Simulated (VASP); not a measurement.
A run of VASP 6.6.1 is set up as follows.

The input INCAR:

```
  ALGO = Normal
  EDIFF = 1E-6
  EDIFFG = -0.01
  ENCUT = 520
  GGA = PE
  IBRION = 2
  ISIF = 3
  ISMEAR = 0
  KPAR = 4
  LASPH = T
  LCHARG = F
  LREAL = F
  LWAVE = F
  NELM = 120
  NSW = 90
  PREC = Accurate
  SIGMA = 0.1
```

The input KPOINTS:

```
k-points
0
Gamma
  6 10 8
```

Contents of POSCAR:

```
SiB
1.0
    6.2890000000      0.0000000000      0.0000000000
    0.0000000000      2.9720000000      0.0000000000
    0.0000000000      0.0000000000      4.2900000000
Si B
4 4
Direct
    0.8315710000      0.7500000000      0.9944055900
    0.1684290000      0.2500000000      0.0055944100
    0.6684290000      0.2500000000      0.4944055900
    0.3315710000      0.7500000000      0.5055944100
    0.9220464300      0.7500000000      0.5055944100
    0.0779535700      0.2500000000      0.4944055900
    0.4220464300      0.7500000000      0.9944055900
    0.5779535700      0.2500000000      0.0055944100
```

Potentials or basis: VASP PAW PBE potentials, release 64 (Si, B).

The run is started by

```sh
$ cat potpaw_PBE.64/Si/POTCAR potpaw_PBE.64/B/POTCAR > POTCAR
$ mpirun -np 4 vasp_std > vasp.out
```

Task: Predict the relaxed volume.

Result: 11.05 Å³/atom.

Task: Predict the relaxed cell.

Result: a = 5.245 Å, b = 2.977 Å, c = 5.659 Å, α = 90.00°, β = 90.00°, γ = 90.00°.

Step by step:
```csv
step,energy change (eV),largest force (eV/Å),pressure (GPa),volume (Å³)
1,0.0000,0.3355,0.68,80.18
3,-0.1326,0.3514,-2.38,81.72
5,-0.2120,0.2821,0.63,80.33
7,-0.2357,0.1465,0.44,80.70
9,-0.2411,0.0740,0.15,81.05
11,-0.2444,0.0518,-0.18,81.43
13,-0.2474,0.0407,0.32,81.50
15,-0.2480,0.0233,0.02,81.79
17,-0.2482,0.0222,-0.03,81.80
19,-0.2483,0.0833,-0.39,81.88
21,-0.2486,0.0503,-0.24,81.84
23,-0.2490,0.0587,-0.20,81.80
25,-0.2509,0.1001,-0.03,81.65
27,-0.2517,0.2537,0.89,81.04
29,-0.2539,0.1991,0.50,81.27
31,-0.2545,0.2085,0.56,81.23
33,-0.2554,0.2493,0.89,81.09
35,-0.2612,0.2615,0.99,81.14
37,-0.2727,0.3192,1.86,81.38
39,-0.2801,0.3100,1.63,81.42
41,-0.3460,0.4075,2.19,82.30
43,0.2792,3.5321,9.10,85.76
45,-0.4001,1.0563,3.95,83.62
47,-0.4249,1.3185,4.39,84.18
49,-0.4241,1.4107,4.54,84.34
51,-0.5068,1.4055,4.25,84.74
53,-0.8399,1.4242,3.01,86.48
55,-1.0828,1.7826,0.37,89.65
57,-1.5915,0.4136,-1.44,90.09
59,-1.6206,0.4522,-1.12,89.86
61,-1.6563,0.5671,2.51,87.40
63,-1.7110,0.2904,0.44,88.40
65,-1.7353,0.1494,-0.16,88.42
67,-1.7413,0.0692,0.10,88.28
69,-1.7445,0.0539,-0.03,88.41
71,-1.7462,0.0345,-0.30,88.56
73,-1.7473,0.0193,0.09,88.33
75,-1.7474,0.0079,0.05,88.36
```
